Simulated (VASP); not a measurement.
Crystal: HPbNO4.

```
H Pb N O
1.0
     4.20407    0.00000    0.00000
     2.02172    3.83952    0.00000
     2.04686    1.27900    6.28132
H Pb N O
1 1 1 4
Direct
  0.89145 0.68202 0.62796
  0.14426 0.92872 0.88352
  0.25670 0.28861 0.30171
  0.83108 0.65056 0.78405
  0.38694 0.22380 0.11295
  0.31104 0.03576 0.45856
  0.07726 0.60633 0.32275
```

The cell was built by a generator and needn't be a form met in nature.

Base run:

```yaml
Program: VASP 6.6.1
Functional: PBE
Potentials_or_basis: VASP PAW PBE potentials, release 64 (H, Pb_d, N, O)
Cutoff: 520 eV
k_mesh: 7 × 7 × 5
Occupations: fermi-dirac, width 0.05 eV
Spin: no spin polarisation
```

Its results: band gap on the k mesh 2.79 eV, indirect (least direct gap 2.81 eV); pressure 0.6 GPa; largest force 0.424 eV/Å.

Task: After a change of settings the same cell gave: band gap on the k mesh 2.79 eV, indirect (least direct gap 2.81 eV); pressure -0.3 GPa; largest force 0.401 eV/Å. Which change was it?
A. dispersion from none to TS
B. further incar settings from ALGO = Fast; EDIFF = 1e-06 to ALGO = Fast; EDIFF = 1e-08
C. further incar settings from ALGO = Fast; EDIFF = 1e-06 to ALGO = Fast; EDIFF = 1e-06; NBANDS = 70

Result: A.

Dispersion adds attraction, which lowers the pressure at fixed volume.

Caveats: the standard files for N, O and F lose accuracy on very short bonds; spin-orbit coupling is left out, which as a rule narrows the gap of such compounds by several tenths of an eV; an odd mesh through Γ misses points on the zone boundary, where band edges often lie.
